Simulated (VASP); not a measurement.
Input:

```xyz
8
Lattice="-0.0414 5.3771 5.4610 5.3771 -0.0414 5.4610 2.6678 2.6678 0.0000" Properties=species:S:1:pos:R:3 pbc="T T T"
Hg     5.3357     5.3357    10.8561
Se     1.3339     1.3339     1.6776
Se     3.8880     1.4477     3.9682
Se     1.4477     3.8880     3.9682
Se     4.0017     4.0017     6.8269
Be     5.3547     2.6488     2.7366
Be     2.6488     5.3547     2.7366
Be     2.6678     2.6678     5.4571
```

Calculation: PBEsol GGA, VASP's PBE PAW potentials (set 64) (plane waves; VASP). Run with 400 eV cut-off, 4×4×8 Γ-centred mesh, tetrahedra with Blöchl corrections, potentials Hg Se Be.

The cores are frozen, which limits the accuracy of field gradients.

Give the principal components of the electric field gradient (V/Å²) and the asymmetry η at each nucleus.

```csv
atom,Vxx,Vyy,Vzz,η
Hg1,-84.5,-35.6,120.1,0.41
Se2,-34.8,-7.8,42.6,0.63
Se3,-25.5,-12.7,38.3,0.33
Se4,-25.5,-12.7,38.3,0.33
Se5,8.9,5.0,-13.9,0.28
Be6,-0.8,-0.5,1.3,0.30
Be7,-0.8,-0.5,1.3,0.30
Be8,0.8,0.5,-1.3,0.24
```

The structure was generated: Be3HgSe4 was put into an ordered model structure (Amm2), which need not be its known phase. It was relaxed first.
